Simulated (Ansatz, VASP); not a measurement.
# Cross-check of Si2Mo between VASP and Ansatz, part 2 of 2

Aim: how closely do two programs agree when they are given the same cell, functional and k mesh? The cell is taken from a series of runs on this material, whose earlier steps may have relaxed, scaled, displaced or heated it; both programs get it as it stands.

VASP 6.6.1 and Ansatz 0.2.0.

So far: Starting point; VASP: zone-centre phonons, PBEsol.

## (3) Ansatz: zone-centre phonons, PBEsol

Level of this step: Ansatz beside VASP: Kohn-Sham DFT, plane waves, PBEsol (Ansatz).

Ansatz runs on its PAW soft_1 files.

The same cell, functional, mesh and smearing now go to Ansatz, which takes its cutoff from its data sets.

input.yaml reads:

```yaml
crystal:
  lattice:
    - [-1.5362111994, 1.5362111994, 3.7949423558]
    - [1.5362111994, -1.5362111994, 3.7949423558]
    - [1.5362111994, 1.5362111994, -3.7949423558]
  atoms:
    - { symbol: Si, position: [0.3336903401, 0.3336903401, 0.0] }
    - { symbol: Si, position: [0.6663096599, 0.6663096599, 0.0] }
    - { symbol: Mo, position: [0.0, 0.0, 0.0] }
kpoints:
  mp_grid: { grid: [20, 20, 20] }
hamiltonian:
  xc: pbesol
  pseudopotentials: { kind: paw, azcp: { folder: soft_1 }, xc_functional: pbe }
scf:
  occupations: { method: methfessel_paxton, width: 0.2 }
output:
  eigenvalues: true
phonons:
  method: dfpt
```

Started as:

```
$ ansatz run input.yaml --threads 4 --pin off --max-ram 10240MiB --backend cpu --events-out ev --progress --plain --runs-dir out
```

Numbers of over 12 decimals in the logs are rounded to 6 here.

The log of the run:

```text
zone centre: on kpoints.mp_grid the ground state, and the responses unless they are solved on pairs of k-points, stand on 1166 of the mesh's 8000 k-points, reduced under 4 symmetry operations, with k and −k counted as one. Each operation leaves every solved displacement unchanged or reverses it
Engine: ansatz 0.2.0, x86_64-unknown-linux-gnu
Pseudopotentials: kind: paw
Pseudopotential: Si, paw, valence charge 4, recommended cutoff 420 eV (normal), soft_1/Si.paw.azcp
Pseudopotential: Mo, paw, valence charge 14, recommended cutoff 420 eV (normal), soft_1/Mo.paw.azcp
Functional definition: PBEsol
  exchange = pbesol_x
  correlation = pbesol_c
Crystal: 3 atoms, lattice volume = 35.823 Å³
Basis set: ecut = 420 eV, 697 PW (Γ), exchange–correlation on 60×60×60 points (8 copies of the dense FFT grid, shifted against one another)
Bands: 15, of which v1, the nominal top of the filled ones, is band 11 counted from 1 (10 counted from 0)
Symmetry: 16 space group operations
k-points: 1166 of 8000 (irreducible under 4 space group operations, time reversal used)
Non-local potential: Si, projectors of the file, l = 0: 2, l = 1: 2, l = 2: 1
Non-local potential: Mo, projectors of the file, l = 0: 3, l = 1: 2, l = 2: 2, l = 3: 1
PAW form: soft (Blöchl's): semilocal exchange-correlation on the pseudo side does not see the compensation charge
PAW frozen core: Si, regenerated for the run's functional, and the local potential with it (the file was generated under x = pbe(κ = 0.804, μ = 0.219515), c = pbe(β = 0.066725))
PAW frozen core: Mo, regenerated for the run's functional, and the local potential with it (the file was generated under x = pbe(κ = 0.804, μ = 0.219515), c = pbe(β = 0.066725))
PAW one-centre angular grid: Si, 110 points (default); XC on 64 Gauss nodes
PAW one-centre angular grid: Mo, 590 points (default); XC on 64 Gauss nodes
Initial density: superposition of atomic densities (chi_scale 0.1, normalization cell, long waves kept (reshape's long-wave potential 0.00 eV rms))
Initial wavefunctions: pseudopotential atomic-orbital guess
Functional: x = pbesol(κ = 0.804, μ = 0.123457), c = pbesol(β = 0.046)
SCF iter   1: F=—  HF=-6143.086343 eV  |F-HF|=—  |Δ(HF+E_count)|=         —  Δρ=9.29e-2  dr2=4.24e0  ethr=3.10e-3  ⟨swp⟩=5.6  Hψ=104011  notcnv=0
preconditioner: auto → Kerker (q_TF=auto, 2.515 Å⁻¹)  [metal: Δε(μ)=0.022 eV  Ē_g=8.849 eV  σ=0.200 eV  W_gap=0.09  n_scr=10 (ndim 8)  ℏωp=23.2 eV  f_vac=0.000  D(μ)=0.26/eV (n_scr^D=0)]
SCF iter   2: F=—  HF=-6142.051939 eV  |F-HF|=—  |Δ(HF+E_count)|=    1.03e0  S|Δr|=    0.00e0  Δρ=3.43e-2  dr2=3.17e-1  ethr=3.10e-3  ⟨swp⟩=2.1  Hψ=43232  notcnv=0  defer=3
SCF iter   3: F=—  HF=-6141.983542 eV  |F-HF|=—  |Δ(HF+E_count)|=   6.84e-2  S|Δr|=    0.00e0  Δρ=1.42e-2  dr2=5.07e-2  ethr=1.44e-3  ⟨swp⟩=2.1  Hψ=26881  notcnv=0  defer=3
SCF iter   4: F=—  HF=-6141.972564 eV  |F-HF|=—  |Δ(HF+E_count)|=   1.10e-2  S|Δr|=    0.00e0  Δρ=2.37e-3  dr2=2.08e-3  ethr=2.30e-4  ⟨swp⟩=2.7  Hψ=25755  notcnv=0  defer=3
SCF iter   5: F=—  HF=-6141.971979 eV  |F-HF|=—  |Δ(HF+E_count)|=   5.85e-4  S|Δr|=    0.00e0  Δρ=3.28e-4  dr2=6.73e-5  ethr=9.45e-6  ⟨swp⟩=2.8  Hψ=29217  notcnv=0  defer=3
SCF iter   6: F=—  HF=-6141.971964 eV  |F-HF|=—  |Δ(HF+E_count)|=   1.52e-5  S|Δr|=    0.00e0  Δρ=3.46e-5  dr2=6.57e-7  ethr=3.06e-7  ⟨swp⟩=2.2  Hψ=23451  notcnv=0  defer=3
SCF iter   7: F=—  HF=-6141.971965 eV  |F-HF|=—  |Δ(HF+E_count)|=   1.44e-6  S|Δr|=    0.00e0  Δρ=4.94e-6  dr2=1.04e-8  ethr=2.99e-9  ⟨swp⟩=2.2  Hψ=23839  notcnv=0  defer=3
SCF iter   8: F=—  HF=-6141.971965 eV  |F-HF|=—  |Δ(HF+E_count)|=   1.26e-9  S|Δr|=    0.00e0  Δρ=7.35e-7  dr2=1.67e-10  ethr=4.74e-11  ⟨swp⟩=2.3  Hψ=28618  notcnv=0  defer=3
SCF iter   9: F=-6141.971965 eV  HF=-6141.971965 eV  |F-HF|=0.00e0  |Δ(HF+E_count)|=  3.37e-11  S|Δr|=    0.00e0  Δρ=9.35e-8  dr2=2.46e-12  ethr=1.00e-12  ⟨swp⟩=6.7  Hψ=88349  notcnv=0
SCF 1 converged in 9 iterations: F = -6141.971965 eV  dr2 = 2.46e-12
  greatest PAW one-centre occupation: 0.999 electrons in one spin orbital (limit 2), on the Mo atom at site 2 (counted from 0), in its partial waves of l = 0
DFPT response loops at Γ: preconditioner auto → Kerker (q_TF=auto, 2.515 Å⁻¹) (partly filled bands, converged f_vac=0.000); β = 1.00, the filter's whole step (`scf.mixing.beta` (0.50) is not read by the response loops under this deck's `scf.mixing.preconditioner`; to damp them name `kerker` or `kerker_dos`, under which they read `scf.mixing.beta`, and type it under 1.00, their step now; both keys bind the ground state too); Broyden in place of MSR1
SCF converged after 9 iterations
Stability not checked: this state was not tested for a lower state beside it, because cold or Methfessel-Paxton smearing, or corrected tetrahedra, fill the levels in a way that the test cannot read (fill_not_monotonic; see scf.lower_state_search)
Free energy (F): -6141.971965 eV
Harris-Foulkes:  -6141.971965 eV  (|F-HF|=0.00e0)
Internal energy: -6141.972225 eV  (E = F + TS)
E sigma→0 (E₀):  -6141.972030 eV
Entropy (-TS):   0.000260 eV (0.087 meV/atom)
Fermi energy:    18.130354 eV
--- Per-component energies (eV) ---
  E_band       = -3.565235
  E_kinetic    = 524.204955
  E_local      = -1051.327606  (includes V_loc(G=0)·N_el)
  E_nonlocal   = 196.645642
  E_hartree    = 409.601793
  E_xc         = -296.157496
  E_vxc        = -326.801135  (∫ρ·V_xc dr)
  E_paw        = -4150.975503  (= ΣΔE_a)
  E_vpaw       = -165.490813  (= ΣTr[D̂ρ^β])
  E_aug_tail   = 0.000131  (compensation charges beyond the density's cutoff)
  E_ewald      = -1774.236563
  E_core_change = 0.272421  (= ΣΔE_core)
  E_smearing   = 0.000260  (= −TS)
  E_closure    = 0.000000  (closes the sum)
  Σ components = -6141.971965   (vs F -6141.971965, Δ=0.00e0)
--- Band table (eV; the first three rows and the last of 1166) ---
  k-point 0: bands = [... 7 lower, 14.7999, 15.1953, 15.1953, 18.6387, 20.8291, 22.0769, 22.1672, 22.1672]
  k-point 1: bands = [... 7 lower, 14.5142, 14.9443, 15.7133, 18.2902, 21.0998, 21.7678, 22.0578, 22.2143]
  k-point 2: bands = [... 7 lower, 14.3357, 14.6213, 16.3094, 17.4353, 21.3101, 21.6618, 21.9893, 22.3348]
  k-point 1165: bands = [... 7 lower, 15.5191, 17.4505, 17.4505, 17.7242, 17.7242, 18.8044, 23.1923, 24.1214]
--- Phonons (Γ-DFPT): 4 representative perturbations + reference, on 1166 of 8000 k-points (Σ response iterations 12) ---
  k mesh reduced under 4 symmetry operations, with k and −k counted as one. Each operation leaves every solved displacement unchanged or reverses it
  ASR residual: 2.226e-5 → 0.000e0 eV/Å²; symmetrization residual: 3.993e-6 eV/Å²
  ASR residual per site (eV/Å²): 1.95e-5 1.95e-5 2.23e-5
  Γ frequencies (cm⁻¹): 0.00 0.00 0.00 338.57 338.57 388.27 403.33 403.33 501.03
  non-analytic LO–TO correction: not included (Born effective charges unavailable; polar crystals: no LO–TO splitting at Γ)
```

## (4) Differences

Known differences besides the potentials themselves: the cutoff is 420 eV in Ansatz and 500 eV in VASP; Ansatz makes its cores anew for this functional, VASP keeps those of its PBE data sets. Total energies have different zeros and are not compared.

Both answers:

```tsv
quantity	Ansatz	VASP	difference
optical mode 1 to 2 (cm⁻¹)	338.6	340.0	-0.42 %
optical mode 3 (cm⁻¹)	388.3	389.9	-0.43 %
optical mode 4 to 5 (cm⁻¹)	403.3	404.0	-0.18 %
optical mode 6 (cm⁻¹)	501.0	501.5	-0.10 %
```

Modes are paired by rising frequency, not by their patterns, so a pair may set unlike modes beside each other; they are those without the splitting of longitudinal modes.

## (5) Results

```
r.m.s. difference of the optical zone-centre modes, each program's sorted by frequency (zone-centre phonons, PBEsol) : 1.2 cm⁻¹
```

**Reading.** The r.m.s. difference of the optical zone-centre modes, each program's sorted by frequency is 1.2 cm⁻¹ (zone-centre phonons, PBEsol). How closely two codes agree says nothing of how well the functional describes the real material.

[Lines on the potential files, build, host, timing and source positions are cut from VASP's logs without a mark.]

[Logs are printed without paths, hosts, clocks, repeated set-up lines and the standing remarks that a program may print on its own settings, such as how far it seeks lower states.]

[Hosts, paths, dates, database ids (printed as entryN), source tags and the programs' standing remarks are cut or masked in the printed files.]
